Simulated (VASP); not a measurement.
```xyz
3
Lattice="1.5378 -2.6635 0.0266 1.5378 2.6635 -0.0266 0.0000 -0.0348 3.4809" Properties=species:S:1:pos:R:3 pbc="T T T"
Mg     0.0000    -0.0348     3.4809
B      1.5378     0.8704     1.7316
B      1.5378    -0.9052     1.7493
```

The numbers are results of r2SCAN meta-GGA, VASP's PBE PAW potentials (set 64) (plane waves; VASP 6.6.1), not measurements. Numerical set-up: 600 eV cut-off, 10×10×8 Γ-centred mesh, first-order Methfessel-Paxton smearing of 0.10 eV, potentials Mg B.

Q: Give the stress tensor in GPa (positive for a compressed cell).

A: 
```
-0.23   0.00   0.00
 0.00  -0.12   1.76
 0.00   1.76   0.36
```
The pressure is its mean diagonal, 0.00 GPa.

The compound is MgB2 in the AlB2 type structure. This cell was strained or had an atom moved on purpose.
